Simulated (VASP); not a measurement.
VASP input:

**POSCAR**
```
MoSi2
1
   -1.6050000000     1.6050000000     3.9250000000
    1.6050000000    -1.6050000000     3.9250000000
    1.6050000000     1.6050000000    -3.9250000000
Si Mo
2 1
Direct
  0.6650000000   0.6650000000   0.0000000000
  0.3350000000   0.3350000000   0.0000000000
  0.0000000000   0.0000000000   0.0000000000
```

### INCAR
```
# general
SYSTEM  = MoSi2
PREC    = Accurate
ENCUT   = 300   # plane-wave cut-off (eV)
LREAL   = .False.   # projection in real space or not
LASPH   = .True.

# electronic loop
EDIFF   = 1E-6
NELM    = 100
ALGO    = Normal   # blocked Davidson
LMAXMIX = 4

# smearing
ISMEAR  = 0   # Gaussian
SIGMA   = 0.1   # width (eV)

# ions
ISIF    = 2   # forces and stress, cell fixed

# output
LWAVE   = .False.
LCHARG  = .False.
```

File KPOINTS:
```
K-points
0
G
 7 7 8
```

POTCAR, in this order: Si Mo_sv (LDA.64 set). Program: vasp_std.

**Question.** Translate this LDA calculation to Ansatz.

**Answer.** One equivalent input (not run):
Ansatz 0.2 input:
```yaml
crystal:
  lattice:
    - [-1.6050000, 1.6050000, 3.9250000]
    - [1.6050000, -1.6050000, 3.9250000]
    - [1.6050000, 1.6050000, -3.9250000]
  atoms:
    - { symbol: Si, position: [0.6650000, 0.6650000, 0.0000000] }
    - { symbol: Si, position: [0.3350000, 0.3350000, 0.0000000] }
    - { symbol: Mo, position: [0.0000000, 0.0000000, 0.0000000] }
kpoints:
  mp_grid: { grid: [7, 7, 8] }
hamiltonian:
  xc: lda
  pseudopotentials: { kind: paw }
scf:
  occupations: { method: gaussian, width: 0.1 }
  max_iter: 100
output: { forces: true, stress: true, eigenvalues: true }
```
What does not carry over: each code has its own PAW files, so the cut-off isn't converted (ENCUT is set for VASP's; basis.ecutwfc is left out, and Ansatz then takes the one that its files recommend); Ansatz stops its SCF on the density residual and VASP on the energy change (EDIFF); Ansatz's lda is the Perdew-Wang form, while the LDA potentials of VASP carry Perdew-Zunger's.

The structure is a typed MoSi2 crystal. The cell was not relaxed at this level. The k-mesh is coarse (spacing up to 0.35 per Å, 2π included), so the numbers may not be converged in it. The run is one of a series of settings (GGA removed, POTCAR Si Mo_sv (LDA.64 set) against the base run), some of them coarse on purpose.
